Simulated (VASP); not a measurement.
An input for Ansatz (written as the equivalent of a VASP run, and not itself run):

Ansatz 0.2 input:
```yaml
crystal:
  lattice:
    - [3.5700000, 0.0000000, 0.0000000]
    - [0.0000000, 3.5700000, 0.0000000]
    - [0.0000000, 0.0000000, 3.5700000]
  atoms:
    - { symbol: Al, position: [0.0000000, 0.0000000, 0.0000000] }
    - { symbol: Ni, position: [0.0000000, 0.5000000, 0.5000000], spin: 0.5 }
    - { symbol: Ni, position: [0.5000000, 0.0000000, 0.5000000], spin: 0.5 }
    - { symbol: Ni, position: [0.5000000, 0.5000000, 0.0000000], spin: 0.5 }
kpoints:
  mp_grid: { grid: [2, 2, 2], shift: [0.5, 0.5, 0.5] }
hamiltonian:
  xc: pbe
  pseudopotentials: { kind: paw }
magnetization: { spin_polarized: true }
scf:
  occupations: { method: methfessel_paxton, width: 0.1 }
  max_iter: 100
output: { forces: true, stress: true, eigenvalues: true }
```

Problem. Translate this input to VASP (INCAR, KPOINTS, POSCAR, choice of POTCAR).

Solution. Several could match; the one computed here: 
### POSCAR
```
Ni3Al
7.140
  0.5000000000   0.0000000000   0.0000000000
  0.0000000000   0.5000000000   0.0000000000
  0.0000000000   0.0000000000   0.5000000000
Al Ni
1 3
Cart
  0.0000000000   0.0000000000   0.0000000000
  0.0000000000   0.2500000000   0.2500000000
  0.2500000000   0.0000000000   0.2500000000
  0.2500000000   0.2500000000   0.0000000000
```

INCAR:
```
LWAVE  =  .FALSE.
EDIFF  =  1E-6   # SCF stop (eV)
ISMEAR  =  1   # Methfessel-Paxton
ALGO  =  Normal
ISIF  =  2   # forces and stress, cell fixed
LASPH  =  .TRUE.   # aspherical one-centre terms
LCHARG  =  .FALSE.
GGA  =  PE   # PBE
LORBIT  =  10
SIGMA  =  0.1   # width (eV)
ISPIN  =  2   # spin-polarised
LMAXMIX  =  4   # l cut-off of mixed one-centre charges
MAGMOM  =  0.0 0.5 0.5 0.5
PREC  =  Accurate
NELM  =  100   # most electronic steps
SYSTEM  =  Ni3Al
LREAL  =  .FALSE.   # projection in real space or not
ENCUT  =  400
```

KPOINTS:
```
Automatic mesh
0
Monkhorst-Pack
2 2 2
0 0 0
```

POTCAR, in this order: Al Ni (PBE.64 set). Program: vasp_std.

What does not carry over: each code has its own PAW files, so the cut-off isn't converted (ENCUT is set for VASP's; basis.ecutwfc is left out, and Ansatz then takes the one that its files recommend); Ansatz stops its SCF on the density residual and VASP on the energy change (EDIFF); an even Monkhorst-Pack mesh in KPOINTS is shifted by half a step.

The compound is Ni3Al in the L1_2 structure. The cell was not relaxed at this level. The k-mesh is coarse (spacing up to 0.88 per Å, 2π included), so the numbers may not be converged in it. The run is one of a series of settings (KPOINTS 2×2×2 Monkhorst-Pack mesh against the base run), some of them coarse on purpose.
